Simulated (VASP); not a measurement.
## MgTe: energy against strain

MgTe (wurtzite, P6_3mc, 33.419 Å³/atom and stress up to 0.02 GPa in the relaxed cell, c along z) under a strain ε along c (axis z), the other axes held. PBEsol in VASP (plane waves, PAW), 480 eV, 12×12×4 Γ-centred mesh, Gaussian smearing 0.05 eV; ions are relaxed, or left where forces stay under 0.02 eV/Å, within the symmetry of each cell.

Here s stands for strain and y for E less E0.

```
strain (%)  E less E0 (meV/atom)
----------  --------------------
-3.00                          ?
-1.50                       1.33
-1.00                       0.59
-0.50                       0.15
0.00                        0.00
0.50                        0.14
1.00                        0.58
1.50                        1.31
```

Question: Fit y against s with a parabola, and predict the withheld value at s = -3.00.

Answer: Least squares gives y = -0.001 - 0.0064·s + 0.5871·s². Residuals (row less fit): 0.000, -0.002, 0.001, 0.001, -0.003, 0.000, 0.000; standard error 0.002 (degrees of freedom: 4). Twice the quadratic coefficient over the volume, 2 × 0.5871 meV × 10⁴ × 0.1602 / 33.419 Å³, is the elastic constant C33 = 56.29 ± 0.08 GPa (± standard error of the fit, which holds the terms cut off). At the withheld row, y = -0.001 - 0.0064 × (-3.0) + 0.5871 × (-3.0)² = 5.302 meV/atom. The calculation gives 5.30 meV/atom, which the fit meets to the printed digits. The row lies outside the fitted rows, so this is an extrapolation. The scatter of the fitted rows lies at the last printed digit.

Spin-orbit coupling is left out, which can shift these values for the heavy elements here. Rows are the converged runs of the series near zero and its far end, less any whose ions stayed unrelaxed beside relaxed ones; series whose fitted rows scatter by over a few per cent of the range, as at a crossing or softening among them, aren't shown in this form. Most that stay on the fit to the last digits aren't either.
